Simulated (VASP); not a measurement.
Here is the system:

```xyz
2
Lattice="0.0000 3.3405 3.3405 3.3405 0.0000 3.3405 3.3405 3.3405 0.0000" Properties=species:S:1:pos:R:3 pbc="T T T"
La     0.0000     0.0000     0.0000
Se     1.6703     1.6703     1.6703
```

Computed with PBEsol GGA, VASP's PBE PAW potentials (set 64) (plane waves; VASP). Numerical set-up: 400 eV cut-off, Gaussian smearing of 0.050 eV, potentials La Se.

Task: Predict the band gap (along the path) with the smallest direct gap where there is one.

Result: 
```json
{
  "band gap (along the path)": "none (metal, semimetal or under 0.01 eV)"
}
```

Total energies compare only between runs with the same potentials, cut-off and functional.

The structure was generated: LaSe was put into the zinc blende type (F-43m), which need not be its known phase. It was relaxed first, which changed the volume by -31 %. The electron count is odd and the run is not spin-polarised, which forces a metal.
